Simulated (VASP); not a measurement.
A convergence study with VASP on MgO (rock salt): one setting is varied, all else stays as given below, so the limit is that of these other settings. Each run relaxes cell and ions from the cell shown.

```yaml
crystal:
  lattice:
    - [0.00000, 2.10500, 2.10500]
    - [2.10500, 0.00000, 2.10500]
    - [2.10500, 2.10500, 0.00000]
  atoms:
    - { symbol: Mg, position: [0.00000, 0.00000, 0.00000] }
    - { symbol: O, position: [0.50000, 0.50000, 0.50000] }
```

These are PBE GGA, VASP's PBE PAW potentials (set 64) (plane waves; VASP) values and carry that method's errors. The tightest run used: 700 eV cut-off, 15×15×15 Γ-centred mesh, Gaussian smearing of 0.050 eV, potentials Mg O.

Gaps are read on the run's mesh, which can miss a band edge.

Question: The settings run are 2×2×2 mesh; 3×3×3 mesh; 4×4×4 mesh; 5×5×5 mesh; 6×6×6 mesh; 7×7×7 mesh; 8×8×8 mesh; 9×9×9 mesh; 10×10×10 mesh; 11×11×11 mesh; 12×12×12 mesh; 13×13×13 mesh; 14×14×14 mesh; 15×15×15 mesh. From which on does the relaxed volume stay within 0.02 Å³/atom of the tightest run?

Answer: From 4×4×4 mesh on: it is off by 0.001 there and by no more than 0.02 in any finer run, while 3×3×3 mesh is off by 0.026.
| setting | relaxed volume (Å³/atom) | E (eV/atom) | gap on the mesh (eV) | irreducible k-points | difference judged (Å³/atom) |
|---|---|---|---|---|---|
| 2×2×2 mesh | 9.830 | -5.5317 | 3.989 | 3 | 0.274 |
| 3×3×3 mesh | 9.582 | -5.9134 | 4.441 | 4 | 0.026 |
| 4×4×4 mesh | 9.558 | -5.9524 | 4.501 | 8 | 0.001 |
| 5×5×5 mesh | 9.556 | -5.9576 | 4.509 | 10 | 0.000 |
| 6×6×6 mesh | 9.556 | -5.9585 | 4.510 | 16 | 0.000 |
| 7×7×7 mesh | 9.556 | -5.9586 | 4.510 | 20 | 0.000 |
| 8×8×8 mesh | 9.556 | -5.9587 | 4.510 | 29 | 0.000 |
| 9×9×9 mesh | 9.557 | -5.9587 | 4.510 | 35 | 0.000 |
| 10×10×10 mesh | 9.557 | -5.9587 | 4.510 | 47 | 0.000 |
| 11×11×11 mesh | 9.556 | -5.9587 | 4.510 | 56 | 0.000 |
| 12×12×12 mesh | 9.557 | -5.9587 | 4.510 | 72 | 0.000 |
| 13×13×13 mesh | 9.557 | -5.9587 | 4.510 | 84 | 0.000 |
| 14×14×14 mesh | 9.557 | -5.9587 | 4.510 | 104 | 0.000 |
| 15×15×15 mesh | 9.557 | -5.9587 | 4.510 | 120 | 0.000 |

Left out are rungs that failed or repeat a setting and relaxations that didn't move; long series are thinned to 24 rows.

The compound is MgO in the rock salt structure.
